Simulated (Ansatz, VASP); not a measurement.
# Bi4TeSe5: VASP beside Ansatz, part 2 of 2

Wanted: the spread between two codes on one cell, functional and k mesh. The cell is taken from a series of runs on this material, whose earlier steps may have relaxed, scaled, displaced or heated it; both programs get it as it stands.

VASP 6.6.1 and Ansatz 0.2.0.

So far: Starting point; Ansatz: single point, r2SCAN; VASP: single point, r2SCAN.

The structure was built from a prototype and need not be the compound's stable phase.

### 3. VASP: single point, r2SCAN (continued)

Level of this step: r2SCAN; plane waves and PAW (Bi_d, Te, Se) (VASP).

Numbers of over 12 decimals in the logs are rounded to 6 here.

OUTCAR, selected parts (step 3):

```text
ion  position               nearest neighbor table
   1  0.603  0.809  0.096-   6 2.86   6 2.86   9 2.87   7 3.08  10 3.11  10 3.11
   2  0.398  0.186  0.408-   8 2.84   5 3.03   5 3.03   7 3.11   7 3.11  10 3.12
   3  0.604  0.811  0.595-   9 2.87   9 2.87   6 2.87   7 3.08   7 3.08  10 3.09
   4  0.390  0.183  0.909-   8 2.87   8 2.87   5 3.05   7 3.09  10 3.10  10 3.10
   5  0.787  0.360  0.820-   2 3.03   2 3.03   4 3.05
   6  0.220  0.660  0.671-   1 2.86   1 2.86   3 2.87
   7  0.997  0.995  0.003-   3 3.08   3 3.08   1 3.08   4 3.09   2 3.11   2 3.11
   8  0.777  0.334  0.333-   2 2.84   4 2.87   4 2.87
   9  0.219  0.661  0.170-   3 2.87   3 2.87   1 2.87
  10  0.999  0.997  0.502-   3 3.09   4 3.10   4 3.10   1 3.11   1 3.11   2 3.12

  LATTYP: Found a triclinic cell.
 ALAT       =    10.5528749182
 B/A-ratio  =     0.3985168491
 C/A-ratio  =     0.6892793478
 COS(alpha) =     0.0001382588
 COS(beta)  =     0.1164145881
 COS(gamma) =     0.1995564486

 Subroutine GETGRP returns: Found  1 space group operations
 (whereof  1 operations were pure point group operations)

The static configuration has the point symmetry C_1 .

 Found     32 irreducible k-points:

   k-points           NKPTS =     32   k-points in BZ     NKDIM =     32   number of bands    NBANDS=     59

   dimension x,y,z NGX =    50 NGY =   72 NGZ =   60
   dimension x,y,z NGXF=   100 NGYF=  144 NGZF=  120

   ENCUT  =  440.0 eV  32.34 Ry    5.69 a.u.  12.44 18.05 14.37*2*pi/ulx,y,z

   NELECT =      96.0000    total number of electrons

 k-points in reciprocal lattice and weights: Automatic mesh
   0.00000000  0.00000000  0.00000000       0.017
   0.16666667  0.00000000  0.00000000       0.033
   0.33333333 -0.00000000 -0.00000000       0.033
   0.50000000  0.00000000  0.00000000       0.017
   0.00000000  0.50000000 -0.00000000       0.017
   0.16666667  0.50000000 -0.00000000       0.033
   0.33333333  0.50000000  0.00000000       0.033
   0.50000000  0.50000000 -0.00000000       0.017
   0.00000000  0.00000000  0.20000000       0.033
[...]
-0.33333333  0.50000000  0.40000000       0.033
  -0.16666667  0.50000000  0.40000000       0.033

 average (electrostatic) potential at core
       1-113.6887       2-113.5707       3-113.6558       4-113.6577       5 -94.6695
       6 -58.0193       7 -57.9165       8 -58.0858       9 -58.0047      10 -57.8983

 E-fermi :   4.3756

 k-point     1 :       0.0000    0.0000    0.0000
  band No.  band energies     occupation
    ...
     44       2.8170      2.00000
     45       3.0325      2.00000
     46       3.2399      2.00000
     47       3.3782      2.00000
     48       3.9954      2.00000
     49       4.7557      0.00000
     50       5.4255      0.00000
     51       5.8202      0.00000
     52       5.8302      0.00000
     53       6.4908      0.00000
    ...

 k-point     2 :       0.1667    0.0000    0.0000
  band No.  band energies     occupation
    ...
     44       2.8964      2.00000
     45       2.9962      2.00000
     46       3.2147      2.00000
     47       3.2943      2.00000
     48       3.5200      2.00000
     49       5.6536      0.00000
     50       6.2014      0.00000
     51       6.3034      0.00000
     52       6.4185      0.00000
     53       6.6246      0.00000
    ...

 k-point     3 :       0.3333   -0.0000   -0.0000
  band No.  band energies     occupation
    ...
     44       2.7769      2.00000
     45       2.9552      2.00000
     46       3.2403      2.00000
     47       3.5265      2.00000
     48       3.5743      2.00000
     49       5.5001      0.00000
     50       6.0031      0.00000
     51       6.2303      0.00000
     52       6.5420      0.00000
     53       6.8116      0.00000
    ...

  Total        0.0842694      0.0997865      0.1210443      0.0005212     -0.0018757      0.0017660
  in kB        0.4298687      0.5090231      0.6174621      0.0026585     -0.0095682      0.0090087
  external PRESSURE =       0.5187847 kB  Pullay stress =       0.0000000 kB

  energy-cutoff  :      440.00
  volume of cell :      314.08
      direct lattice vectors                 reciprocal lattice vectors
     0.000502760  7.273876411  0.005800924    -0.237798265  0.137468879  0.032395289
     2.104278309  1.220174231 10.268707644    -0.000014523 -0.000077672  0.097395443
     4.206001164  7.274166680  0.006428241     0.237791212  0.000022427 -0.048731181

 POSITION                                       TOTAL-FORCE (eV/Angst)
 -----------------------------------------------------------------------------------
      2.10728      6.07470      8.30804        -0.001073     -0.007939      0.012848
      2.10480      6.08862      1.91022         0.000277      0.006607     -0.000157
      4.20925      9.71194      8.33058         0.000826     -0.008738      0.009497
      4.20801      9.67298      1.89159        -0.001231     -0.004857     -0.017779
      4.20717     12.12634      3.70665        -0.000258      0.001288      0.015655
      4.21011      7.28711      6.78639         0.000949      0.004424     -0.012329
      2.10686      8.49230     10.22002        -0.000317      0.006351     -0.001929
      2.10379      8.48339      3.43332         0.000367     -0.003515      0.009999
      2.10697      3.64094      6.78956        -0.000238      0.004585     -0.012320
      4.20926     12.12902     10.25175         0.000698      0.001795     -0.003485
 -----------------------------------------------------------------------------------
    total drift:                                0.000011      0.000211      0.002096

  FREE ENERGIE OF THE ION-ELECTRON SYSTEM (eV)
  ---------------------------------------------------
  free  energy   TOTEN  =      -335.0051351911 eV

  energy  without entropy=     -335.0051351911  energy(sigma->0) =     -335.00513519

 total charge
# of ion       s       p       d       tot
------------------------------------------
    1        1.594   1.020   9.953  12.567
    2        1.583   1.079   9.948  12.610
    3        1.595   1.022   9.954  12.571
    4        1.590   1.043   9.951  12.583
    5        1.403   1.965   0.022   3.391
    6        1.480   2.322   0.019   3.821
    7        1.467   2.375   0.020   3.862
    8        1.481   2.319   0.021   3.820
    9        1.480   2.325   0.019   3.824
   10        1.465   2.375   0.019   3.858
--------------------------------------------------
tot         15.138  17.844  39.925  72.907

[... 3 further parts left out ...]
```

The PAW data sets were made with PBE, which is usual practice but a small mismatch for other functionals.

### 4. Differences

Known differences besides the potentials themselves: VASP keeps PBE cores, Ansatz makes them for the functional; fixed occupations in Ansatz, narrow Gaussian smearing in VASP; the data sets hold 156 valence electrons in Ansatz (on its default PAW (the set named soft_2) files) and 96 in VASP; the cutoff is 500 eV in Ansatz and 440 eV in VASP. Total energies have different zeros and are not compared.

Both answers:

```tsv
quantity	Ansatz	VASP	difference
gap on the k mesh (eV)	0.766	0.760	+0.006
```

A gap on the mesh is an upper bound, since the band edges may lie between its points; neither run holds spin-orbit coupling, which can move the band edges of a compound of Bi.

### 5. Outcome

```
difference in gap on the k mesh (single point, r2SCAN) : 0.0061 eV
```

What this shows: The difference in gap on the k mesh is 0.0061 eV (single point, r2SCAN), within the 0.08 eV picked in this series as the mark of a large difference. The data sets hold unlike numbers of valence electrons (156 in Ansatz and 96 in VASP), so part of the differences comes from the potentials. Such differences can come from data sets, numerical settings and the points named under the comparisons, not from the functional's error against experiment.

[Lines on the potential files, build, host, timing and source positions are cut from VASP's logs without a mark.]

[Logs are printed without paths, hosts, clocks, repeated set-up lines and the standing remarks that a program may print on its own settings, such as how far it seeks lower states.]

[Hosts, paths, dates, database ids (printed as entryN), source tags and the programs' standing remarks are cut or masked in the printed files.]
